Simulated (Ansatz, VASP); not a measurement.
# GeB2C3: VASP beside Ansatz

```
Ge B C
1.0
     2.59464    0.00000    0.00000
     0.00000    2.59464    0.00000
     0.00000    0.00000    7.90780
Ge B C
1 2 3
Direct
  0.50000 0.50000 0.00000
  0.50000 0.50000 0.27273
  0.50000 0.50000 0.72727
  0.00000 0.00000 0.67010
  0.00000 0.00000 0.32990
  0.00000 0.00000 0.50000
```

Change from the starting cell: species swapped into the Li3Tl2Cd type (P4/mmm, No. 123).

Alike in both runs: functional PBE; k mesh 6 × 6 × 2; occupations gaussian, width 0.1 eV; no spin polarisation.

Ansatz relaxed the structure, and its values are those at the end. VASP's run is a single point on that final structure, the one shown.

|  | VASP | Ansatz |
| --- | --- | --- |
| version | VASP 6.6.1 | Ansatz 0.2.0 |
| potentials or method | VASP PAW PBE potentials, release 64 (Ge_d, B, C) | scalar-relativistic, plane waves, PAW |
| plane-wave cutoff (eV) | 520 | 420 |
| valence electrons in the cell | 32 | 32 |

|  | VASP | Ansatz | Ansatz less VASP |
| --- | --- | --- | --- |
| gap on the k mesh at the Fermi level (eV) | none | none | - |
| pressure (GPa) | -0.1 | -0.2 | -0.14 |
| rms of the force components (eV/Å) | 0.011 | 0.004 | -0.0073 |

A gap of «none» marks a metal or a gap that the smearing closes.

Caveats: the k mesh is coarse (spacing up to 0.40 Å⁻¹), so the values aren't converged.
